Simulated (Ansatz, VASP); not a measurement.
**Cross-check of P between VASP and Ansatz**

Wanted: the spread between two codes on one cell, functional and k mesh. The cell is taken from a series of VASP runs on this material, whose earlier steps may have relaxed, scaled or displaced it; both programs get it as it stands.

Method: plane waves, with VASP 6.6.1 beside it; relaxation of cell and atoms at r2SCAN, in Ansatz 0.2.0.

### Step 1. The starting structure

Symmetry: Cmce, No. 64, orthorhombic system. Conventional cell: a = 3.294 Å, b = 10.988 Å, c = 4.546 Å, α = 90.00°, β = 90.00°, γ = 90.00°. P has 3 P at 2.20 to 2.25 Å nearest.

### Step 2. Ansatz: relaxation of cell and atoms, r2SCAN

Ansatz runs on its default PAW (the set named soft_2) files.

The relaxed volume is the usual yardstick between codes: its relative difference is about their pressure difference at one cell divided by the bulk modulus.

File input.yaml:

```yaml
crystal:
  lattice:
    - [1.6469069455, -5.4940621995, 0.0]
    - [1.6469069455, 5.4940621995, 0.0]
    - [0.0, 0.0, 4.5464824547]
  atoms:
    - { symbol: P, position: [0.4046905104, 0.5953094896, 0.4110653198] }
    - { symbol: P, position: [0.0953094896, 0.9046905104, 0.9110653198] }
    - { symbol: P, position: [0.5953094896, 0.4046905104, 0.5889346802] }
    - { symbol: P, position: [0.9046905104, 0.0953094896, 0.0889346802] }
hamiltonian:
  xc: r2scan
  pseudopotentials: { kind: paw }
kpoints:
  mp_grid: { grid: [8, 8, 6] }
scf:
  occupations: { method: gaussian, width: 0.03 }
relax:
  f_tol: 0.01
  max_steps: 60
  cell: { stress_tol: 0.05 }
output:
  forces: true
  stress: true
```

Launch:

```
> ansatz run input.yaml --threads 4 --pin off --max-ram 9216MiB --backend cpu --events-out ev --progress --plain --runs-dir out
```

Numbers of over 12 decimals in the logs are rounded to 6 here.

What it wrote:

```text
Engine: ansatz 0.2.0, aarch64-unknown-linux-gnu
Pseudopotentials: kind: paw
Pseudopotential: P, paw, valence charge 5, recommended cutoff 500 eV (meta_gga), P.paw.azcp
Functional definition: r2SCAN
  parameter k0 = 0.174
  parameter k1 = 0.065
  parameter a1 = 4.9479
  exchange = r2scan_x(k0 = k0, k1 = k1, a1 = a1)
  correlation = r2scan_c
Crystal: 4 atoms, lattice volume = 82.275 Å³
Basis set: ecut = 500 eV, 2103 PW (Γ), exchange–correlation on 180×180×144 points (64 copies of the dense FFT grid, shifted against one another)
Bands: 14, of which v1, the nominal top of the filled ones, is band 10 counted from 1 (9 counted from 0)
Symmetry: 8 space group operations
Space group: Cmce (ITA 64), of the structure as read, at distance tolerance 4.3e-5 Å
k-points: 84 of 384
Non-local potential: P, projectors of the file, l = 0: 2, l = 1: 2, l = 2: 2
PAW form: soft (Blöchl's): semilocal exchange-correlation on the pseudo side does not see the compensation charge
PAW frozen core: P, regenerated for the run's functional (the file was generated under x = pbe(κ = 0.804, μ = 0.219515), c = pbe(β = 0.066725))
PAW one-centre angular grid: P, 302 points (default); XC on 160 Gauss nodes
Initial density: superposition of atomic densities (neutral atoms: chi_scale 0, normalization atom), corrected by the library's trained network
Initial wavefunctions: pseudopotential atomic-orbital guess
Functional: x = r2scan, c = r2scan; τ floored in thin density (d = 2e-4 eV/Å³)
SCF iter   1: F=—  HF=-3036.622985 eV  |F-HF|=—  |Δ(HF+E_count)|=         —  Δρ=4.62e-3  dr2=2.08e-2  dr2_τ=3.36e-2  ethr=1.77e-3  ⟨swp⟩=7.5  Hψ=8765  notcnv=0
preconditioner: auto → none  [insulator: Δε(μ)=0.224 eV  Ē_g=9.471 eV  σ=0.030 eV  W_gap=1.00  n_scr=12 (ndim 8)  ℏωp=18.3 eV  f_vac=0.000  D(μ)=0.00/eV (n_scr^D=0)  ε∞_Penn≈4.7]
SCF iter   2: F=—  HF=-3036.653823 eV  |F-HF|=—  |Δ(HF+E_count)|=   3.08e-2  Δρ=2.27e-3  dr2=3.39e-3  dr2_τ=1.22e-4  ethr=1.04e-4  ⟨swp⟩=3.7  Hψ=3429  notcnv=0
SCF iter   3: F=—  HF=-3036.653738 eV  |F-HF|=—  |Δ(HF+E_count)|=   8.43e-5  Δρ=1.08e-3  dr2=7.64e-4  dr2_τ=2.09e-5  ethr=1.69e-5  ⟨swp⟩=2.0  Hψ=1777  notcnv=0
SCF iter   4: F=—  HF=-3036.653742 eV  |F-HF|=—  |Δ(HF+E_count)|=   3.91e-6  Δρ=2.53e-4  dr2=3.97e-5  dr2_τ=1.67e-6  ethr=3.82e-6  ⟨swp⟩=2.1  Hψ=1786  notcnv=0
SCF iter   5: F=—  HF=-3036.653766 eV  |F-HF|=—  |Δ(HF+E_count)|=   2.40e-5  Δρ=5.02e-5  dr2=1.55e-6  dr2_τ=5.98e-8  ethr=1.98e-7  ⟨swp⟩=2.8  Hψ=2459  notcnv=0
SCF iter   6: F=-3036.653767 eV  HF=-3036.653767 eV  |F-HF|=2.38e-8  |Δ(HF+E_count)|=   9.78e-7  Δρ=6.96e-6  dr2=2.65e-8  dr2_τ=1.10e-9  ethr=5.00e-10  ⟨swp⟩=4.1  Hψ=5741  notcnv=0
SCF 1 converged in 6 iterations: F = -3036.653767 eV  dr2 = 2.65e-8
  greatest PAW one-centre occupation: 0.805 electrons in one spin orbital (limit 2), on the P atom at site 3 (counted from 0), in its partial waves of l = 0
relax step   1: F+E_penalty+E_count = -3036.65376738 eV  Δ(F+E_penalty+E_count) = +0.000e0 eV  max|allowed force component| = 7.673e-2 eV/Å  Δτ_max = 0.0000 Å  P = +0.660 GPa  Ω = 82.275 Å³  (6 SCF iters, dr2 threshold 1.00e-7 eV, accepted)
[...]
relax step   2: F+E_penalty+E_count = -3036.65501392 eV  Δ(F+E_penalty+E_count) = -1.247e-3 eV  max|allowed force component| = 3.710e-2 eV/Å  Δτ_max = 0.0002 Å  P = +0.239 GPa  Ω = 82.732 Å³  energy of the carried Pulay correction = -4.516e-5 eV  (4 SCF iters, dr2 threshold 4.00e-7 eV, accepted)
[...]
relax step   3: F+E_penalty+E_count = -3036.65524632 eV  Δ(F+E_penalty+E_count) = -2.324e-4 eV  max|allowed force component| = 5.190e-3 eV/Å  Δτ_max = 0.0022 Å  P = +0.019 GPa  Ω = 82.846 Å³  energy of the carried Pulay correction = -5.634e-5 eV  (3 SCF iters, dr2 threshold 1.60e-7 eV, accepted)
[...]
relax step   4: F+E_penalty+E_count = -3036.65526043 eV  Δ(F+E_penalty+E_count) = -1.410e-5 eV  max|allowed force component| = 4.423e-3 eV/Å  Δτ_max = 0.0004 Å  P = -0.036 GPa  Ω = 82.897 Å³  energy of the carried Pulay correction = -6.137e-5 eV  (5 SCF iters, dr2 threshold 3.58e-8 eV, accepted)
[...]
relax step   5: F+E_penalty+E_count = -3036.65527698 eV  Δ(F+E_penalty+E_count) = -1.655e-5 eV  max|allowed force component| = 5.382e-5 eV/Å  Δτ_max = 0.0004 Å  P = -0.001 GPa  Ω = 82.835 Å³  energy of the carried Pulay correction = -5.524e-5 eV  (4 SCF iters, dr2 threshold 1.28e-8 eV, accepted)
[...]
relax step   6: F+E_penalty+E_count = -3036.65533179 eV  Δ(F+E_penalty+E_count) = -5.482e-5 eV  max|allowed force component| = 7.155e-5 eV/Å  Δτ_max = 0.0000 Å  P = -0.001 GPa  Ω = 82.835 Å³  stress off target by 1.99e-3 GPa  SCF on the basis re-selected at this cell (its energy is not comparable with the rows above)  (5 SCF iters)
basis re-selected at this cell: Δ(F+E_penalty+E_count) = -5.482e-5 eV, ΔP = -0.000 GPa vs the last step (what re-selecting the basis moved, of the pressure what is left beyond the Pulay correction that the steps carried, after the strain that the cell walked since its last selection, with what the two solves' SCF thresholds leave and, on support functions, any second-order correction that the steps lacked; it is no m [...]
SCF converged after 5 iterations
Free energy (F): -3036.655332 eV
Harris-Foulkes:  -3036.655332 eV  (|F-HF|=1.82e-12)
Internal energy: -3036.655332 eV  (E = F + TS)
E sigma→0 (E₀):  -3036.655332 eV
Fermi energy:    6.745138 eV
--- Per-component energies (eV) ---
  E_band       = -9.977436
  E_kinetic    = 279.283965
  E_local      = -345.464574  (includes V_loc(G=0)·N_el)
  E_nonlocal   = 133.176100
  E_hartree    = 100.884683
  E_xc         = -232.579301
  E_vxc        = -259.467860  (∫ρ·V_xc dr)
  E_paw        = -2303.039980  (= ΣΔE_a)
  E_vpaw       = -31.346676  (= ΣTr[D̂ρ^β])
  E_aug_tail   = 0.000002  (compensation charges beyond the density's cutoff)
  E_vtau       = 12.072222  (kinetic-family band-sum trace: ∫τ·v_τ [+ j·A + Jᵃ·Aᵃ] dr)
  E_ewald      = -668.552858
  E_core_change = -0.363369  (= ΣΔE_core)
  E_smearing   = -0.000000  (= −TS)
  E_closure    = 0.000000  (closes the sum)
  Σ components = -3036.655332   (vs F -3036.655332, Δ=0.00e0)
--- Forces (eV/Å), atoms counted from 1 ---
  atom   1  P      0.00000000     0.00006184     0.00007155
  atom   2  P      0.00000000    -0.00006184     0.00007155
  atom   3  P      0.00000000    -0.00006184    -0.00007155
  atom   4  P      0.00000000     0.00006184    -0.00007155
  max |Σ_I F_I| component: 8.67e-19 eV/Å
--- Stress (GPa, compression-positive) ---
       -0.001990       0.000000       0.000000
        0.000000      -0.000328       0.000000
        0.000000       0.000000      -0.000490
  P = ⅓ Tr σ = -0.0009 GPa (-0.009 kbar)
--- Relaxed structure (5 steps of the walk, 5 accepted, 1 SCFs on fresh bases) ---
  F+E_penalty+E_count = -3036.65533179 eV   max|allowed force component| = 7.155e-5 eV/Å   (the final SCF, on the basis selected at the relaxed cell)
  cell:  # Å, volume = 82.8349 Å³
    - [1.650465, -5.508672, 0.0]
    - [1.650465, 5.508672, 0.0]
    - [0.0, 0.0, 4.555434]
  atoms:
    - { symbol: P, position: [0.404599, 0.595401, 0.411533] }
    - { symbol: P, position: [0.095401, 0.904599, 0.911533] }
    - { symbol: P, position: [0.595401, 0.404599, 0.588467] }
    - { symbol: P, position: [0.904599, 0.095401, 0.088467] }
```

Wall time 18 s (4 threads of Arm Neoverse V1, shared host); peak memory 0.78 GiB.

### Step 3. VASP: relaxation of cell and atoms, r2SCAN

The same cell, functional, mesh and smearing now go to VASP, with its own data sets and cutoff.

Lines of VASP's logs that name or quote its potential files are left out, and so is its time.

File INCAR:

```
SYSTEM = P
PREC = Accurate
ENCUT = 520
EDIFF = 1E-07
NELM = 100
ISMEAR = 0
SIGMA = 0.03
LREAL = .FALSE.
ALGO = Normal
METAGGA = R2SCAN
LASPH = .TRUE.
NBANDS = 16
LORBIT = 11
LWAVE = .FALSE.
LCHARG = .FALSE.
KPAR = 4
IBRION = 2
NSW = 50
ISIF = 3
EDIFFG = -0.005
```

File POSCAR:

```
P
1.0
    1.6469069455     -5.4940621995      0.0000000000
    1.6469069455      5.4940621995      0.0000000000
    0.0000000000      0.0000000000      4.5464824547
P
4
Direct
    0.4046905104      0.5953094896      0.4110653198
    0.0953094896      0.9046905104      0.9110653198
    0.5953094896      0.4046905104      0.5889346802
    0.9046905104      0.0953094896      0.0889346802
```

File KPOINTS:

```
Automatic mesh
0
Gamma
8 8 6
0 0 0
```

PAW data sets: P (PBE family, release 64).

Launch:

```
> mpirun -np 4 vasp_std
```

What it wrote:

```text
[banner, memory and clock lines left out]
running    4 mpi-ranks, on    1 nodes
 distrk:  each k-point on    1 cores,    4 groups
 distr:  one band on    1 cores,    1 groups

 POSCAR found type information on POSCAR P
 POSCAR found :  1 types and       4 ions
|                                                                             |
|               ----> ADVICE to this user running VASP <----                  |
|                                                                             |
|     You enforced a specific xc type in the INCAR file but a different       |
|     [... a line on the potential file left out ...]
|     I HOPE YOU KNOW WHAT YOU ARE DOING!                                     |
|                                                                             |

 LDA part: xc-table for (None), standard interpolation
 POSCAR, INCAR and KPOINTS ok, starting setup
 FFT: planning ... GRIDC
 FFT: planning ... GRID_SOFT
 FFT: planning ... GRID
 WAVECAR not read
 entering main loop
       N       E                     dE             d eps       ncg     rms          rms(c)
DAV:   1     0.459126372548E+02    0.45913E+02   -0.85814E+03  2688   0.108E+03
DAV:   2    -0.360714323244E+02   -0.81984E+02   -0.78906E+02  3680   0.164E+02
DAV:   3    -0.397144886225E+02   -0.36431E+01   -0.36293E+01  3688   0.378E+01
DAV:   4    -0.397522826135E+02   -0.37794E-01   -0.37782E-01  3488   0.454E+00
DAV:   5    -0.397530949291E+02   -0.81232E-03   -0.81227E-03  3680   0.621E-01    0.115E+01
DAV:   6    -0.359030643085E+02    0.38500E+01   -0.45965E-01  3072   0.507E+00    0.764E+00
DAV:   7    -0.359254725151E+02   -0.22408E-01   -0.18045E-01  3264   0.293E+00    0.953E-01
DAV:   8    -0.359213825937E+02    0.40899E-02   -0.13507E-02  3200   0.761E-01    0.307E-01
DAV:   9    -0.359217207869E+02   -0.33819E-03   -0.10551E-03  3720   0.218E-01    0.989E-02
DAV:  10    -0.359217883246E+02   -0.67538E-04   -0.87570E-05  3312   0.682E-02    0.506E-02
DAV:  11    -0.359218139056E+02   -0.25581E-04   -0.38346E-05  3256   0.575E-02    0.113E-02
DAV:  12    -0.359218154236E+02   -0.15180E-05   -0.10843E-06  3776   0.742E-03    0.510E-03
DAV:  13    -0.359218161606E+02   -0.73696E-06   -0.19441E-07  2488   0.319E-03    0.959E-04
DAV:  14    -0.359218162476E+02   -0.87012E-07   -0.23799E-08  1848   0.119E-03
   1 F= -.35921816E+02 E0= -.35921816E+02  d E =-.359218E+02
 curvature:   0.00 expect dE= 0.000E+00 dE for cont linesearch  0.000E+00
 trial: gam= 0.00000 g(F)=  0.491E-05 g(S)=  0.426E-05 ort = 0.000E+00 (trialstep = 0.100E+01)
 search vector abs. value=  0.917E-05
 bond charge predicted
       N       E                     dE             d eps       ncg     rms          rms(c)
DAV:   1    -0.359218240907E+02   -0.79301E-05   -0.24839E-04  3064   0.845E-02    0.120E-02
DAV:   2    -0.359218235503E+02    0.54042E-06   -0.13061E-05  3528   0.242E-02    0.748E-03
DAV:   3    -0.359218228874E+02    0.66285E-06   -0.97424E-07  3392   0.635E-03    0.292E-03
DAV:   4    -0.359218225708E+02    0.31658E-06   -0.35217E-07  3072   0.393E-03    0.195E-03
DAV:   5    -0.359218221774E+02    0.39343E-06   -0.30184E-08  1640   0.145E-03    0.180E-04
DAV:   6    -0.359218221658E+02    0.11608E-07   -0.48380E-09  1472   0.584E-04
   2 F= -.35921822E+02 E0= -.35921822E+02  d E =-.591822E-05
 trial-energy change:   -0.000006  1 .order   -0.000006   -0.000009   -0.000003
 step:   1.5282(harm=  1.5282)  dis= 0.00027  next Energy=   -35.921823 (dE=-0.701E-05)
 reached required accuracy - stopping structural energy minimisation
```

Parts of OUTCAR (step 3):

```text
ion  position               nearest neighbor table
   1  0.405  0.595  0.411-   4 2.20   4 2.20   3 2.25
   2  0.095  0.905  0.911-   3 2.20   3 2.20   4 2.25
   3  0.595  0.405  0.589-   2 2.20   2 2.20   1 2.25
   4  0.905  0.095  0.089-   1 2.20   1 2.20   2 2.25

  LATTYP: Found a base centered orthorhombic cell.
 ALAT       =     3.2938138910
 B/A-ratio  =     3.3359882381
 C/A-ratio  =     1.3803094544

 Subroutine GETGRP returns: Found  8 space group operations
 (whereof  4 operations were pure point group operations)

The static configuration has the point symmetry C_2h.
 The point group associated with its full space group is D_2h.

 Found     84 irreducible k-points:

   k-points           NKPTS =     84   k-points in BZ     NKDIM =     84   number of bands    NBANDS=     16

   dimension x,y,z NGX =    48 NGY =   48 NGZ =   36
   dimension x,y,z NGXF=    96 NGYF=   96 NGZF=   72

   ENCUT  =  520.0 eV  38.22 Ry    6.18 a.u.  10.66 10.66  8.45*2*pi/ulx,y,z

   NELECT =      20.0000    total number of electrons

 k-points in reciprocal lattice and weights: Automatic mesh
   0.00000000  0.00000000  0.00000000       0.003
   0.12500000  0.00000000  0.00000000       0.010
   0.25000000  0.00000000  0.00000000       0.010
   0.37500000 -0.00000000  0.00000000       0.010
   0.50000000  0.00000000  0.00000000       0.005
   0.12500000  0.12500000  0.00000000       0.005
   0.25000000  0.12500000  0.00000000       0.010
   0.37500000  0.12500000  0.00000000       0.010
   0.50000000  0.12500000  0.00000000       0.010
[...]
-0.37500000  0.37500000  0.50000000       0.005
   0.50000000  0.50000000  0.50000000       0.003

 average (electrostatic) potential at core
       1 -86.8515       2 -86.8515       3 -86.8515       4 -86.8515

 E-fermi :   5.8496

 k-point     1 :       0.0000    0.0000    0.0000
  band No.  band energies     occupation
    ...
      6       0.6279      2.00000
      7       1.4036      2.00000
      8       2.8326      2.00000
      9       2.9762      2.00000
     10       4.4769      2.00000
     11       6.4385      0.00000
     12       6.9947      0.00000
     13       7.9023      0.00000
     14       8.7371      0.00000
     15      11.4771      0.00000
    ...

 k-point     2 :       0.1250    0.0000    0.0000
  band No.  band energies     occupation
    ...
      6       0.4839      2.00000
      7       0.7759      2.00000
      8       2.2269      2.00000
      9       2.9194      2.00000
     10       4.5708      2.00000
     11       6.6411      0.00000
     12       7.8805      0.00000
     13       8.4502      0.00000
     14       9.2840      0.00000
     15      10.4491      0.00000
    ...

 k-point     3 :       0.2500    0.0000    0.0000
  band No.  band energies     occupation
    ...
      6      -0.5748      2.00000
      7       1.1817      2.00000
      8       1.9705      2.00000
      9       3.0300      2.00000
     10       4.4749      2.00000
     11       6.5282      0.00000
     12       7.3619      0.00000
     13       8.5466      0.00000
     14       8.7879      0.00000
     15      10.0163      0.00000
    ...

  Total       -0.0054545      0.0066394      0.0056941      0.0000000      0.0000000      0.0000000
  in kB       -0.1061816      0.1292493      0.1108475      0.0000000      0.0000000      0.0000000
  external PRESSURE =       0.0446384 kB  Pullay stress =       0.0000000 kB

  energy-cutoff  :      520.00
  volume of cell :       82.30
      direct lattice vectors                 reciprocal lattice vectors
     1.647232777 -5.494209856  0.000000000     0.303539370 -0.091004897 -0.000000000
     1.647232777  5.494209856  0.000000000     0.303539370  0.091004897  0.000000000
     0.000000000 -0.000000000  4.546971387     0.000000000  0.000000000  0.219926609

 POSITION                                       TOTAL-FORCE (eV/Angst)
 -----------------------------------------------------------------------------------
      1.64723      1.04712      1.86894         0.000000     -0.002465     -0.002570
      1.64723      4.44709      4.14242         0.000000      0.002465     -0.002570
      1.64723     -1.04712      2.67803         0.000000      0.002465      0.002570
      1.64723     -4.44709      0.40455         0.000000     -0.002465      0.002570
 -----------------------------------------------------------------------------------
    total drift:                                0.000000      0.000000      0.000000

  FREE ENERGIE OF THE ION-ELECTRON SYSTEM (eV)
  ---------------------------------------------------
  free  energy   TOTEN  =       -35.9218221658 eV

  energy  without entropy=      -35.9218221658  energy(sigma->0) =      -35.92182217

 reached required accuracy - stopping structural energy minimisation

 total charge
# of ion       s       p       d       tot
------------------------------------------
    1        1.069   1.402   0.000   2.471
    2        1.069   1.402   0.000   2.471
    3        1.069   1.402   0.000   2.471
    4        1.069   1.402   0.000   2.471
--------------------------------------------------
tot          4.275   5.608   0.000   9.882

[... 3 further parts left out ...]
```

CONTCAR:

```
P
   1.00000000000000
     1.6472327766129646   -5.4942098563944839    0.0000000000000000
     1.6472327766129646    5.4942098563944839    0.0000000000000000
     0.0000000000000000   -0.0000000000000000    4.5469713874617526
  P
     4
Direct
     0.4047068609568352    0.5952931390431648    0.4110292272453843
     0.0952931390431648    0.9047068609568352    0.9110292272453844
     0.5952931390431648    0.4047068609568352    0.5889707727546156
     0.9047068609568352    0.0952931390431648    0.0889707727546157
```

### Step 4. Comparison

Known differences besides the potentials themselves: VASP keeps PBE cores, Ansatz makes them for the functional; both relaxations stop at a tolerance, which leaves soft axes loose, and VASP keeps its plane-wave basis; the cutoff is 500 eV in Ansatz and 520 eV in VASP; Ansatz adds a Pulay correction to the stress that steers its cell, VASP none. Total energies have different zeros and are not compared.

Both answers:

| quantity | Ansatz | VASP | difference |
| --- | --- | --- | --- |
| volume (Å³) | 82.83 | 82.30 | +0.65 % |
| edge a after relaxation, in the typed setting (Å) | 5.751 | 5.736 | +0.26 % |
| edge c after relaxation, in the typed setting (Å) | 4.555 | 4.547 | +0.18 % |

The walks stopped with 0.00 GPa left in Ansatz and 0.00 GPa in VASP; each walk ends within a tolerance, so the volume difference is uncertain by about these residues over the bulk modulus, most in soft cells.

### Step 5. Outcome

| Quantity | Value |
| --- | --- |
| difference in volume (relaxation of cell and atoms, r2SCAN) | 0.65 % |

In words: The difference in volume is 0.65 % (relaxation of cell and atoms, r2SCAN), within the 1.2 % picked in this series as the mark of a large difference, as far as the stopping tolerances let one tell. Such differences can come from data sets, numerical settings and the points named under the comparisons, not from the functional's error against experiment.

[Lines on the potential files, build, host, timing and source positions are cut from VASP's logs without a mark.]

[Logs are printed without paths, hosts, clocks, repeated set-up lines and the standing remarks that a program may print on its own settings, such as how far it seeks lower states.]

[Hosts, paths, dates, database ids (printed as entryN), source tags and the programs' standing remarks are cut or masked in the printed files.]
